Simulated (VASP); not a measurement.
Consider the following.

```
MgS
1.0
    0.00000     2.60000     2.60000
    2.60000     0.00000     2.60000
    2.60000     2.60000     0.00000
Mg S
1 1
Direct
  0.00000   0.00000   0.00000
  0.50000   0.50000   0.50000
```

Level of theory: PBE GGA, VASP's PBE PAW potentials (set 64) (plane waves; VASP). Settings: 800 eV cut-off, 8×8×8 Γ-centred mesh, Gaussian smearing of 0.050 eV, potentials Mg_sv S.

Q: Give the stress tensor in GPa (positive for a compressed cell).

A: 
```
1.09  0.00  0.00
0.00  1.09  0.00
0.00  0.00  1.09
```
The pressure is its mean diagonal, 1.09 GPa.

The compound is MgS in the rock salt structure. The cell was not relaxed at this level. The run is one of a series of settings (ENCUT = 800, POTCAR Mg_sv S (PBE.64 set) against the base run), some of them coarse on purpose.
